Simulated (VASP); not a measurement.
Input:

```xyz
2
Lattice="1.4841 -2.5705 0.0000 1.4841 2.5705 0.0000 0.0000 0.0000 2.8968" Properties=species:S:1:pos:R:3 pbc="T T T"
W      0.0000     0.0000     0.0000
C      1.4841     0.8568     1.4484
```

Level of theory: PBE GGA, VASP's PBE PAW potentials (set 64) (plane waves; VASP 6.6.1). Run with 520 eV cut-off, 13×13×11 Γ-centred mesh, first-order Methfessel-Paxton smearing of 0.10 eV, potentials W C.

Unless said otherwise, spin-orbit coupling is left out, though it shifts the bands of the heavy elements here.

Task: Estimate the energy per atom (σ→0), pressure, band gap (on the k-mesh) with the smallest direct gap where there is one.

Result: 
```json
{
 "band gap (on the k-mesh)": "none (metal, semimetal or under 0.01 eV)",
 "energy per atom (σ→0)": "-11.228 eV/atom",
 "pressure": "-18.53 GPa"
}
```

Only differences to runs with the same potentials and settings are physical.

The compound is WC in the wc structure. The cell was not relaxed at this level. The run is one of a series of settings (POTCAR W C (PBE.64 set) against the base run), some of them coarse on purpose.
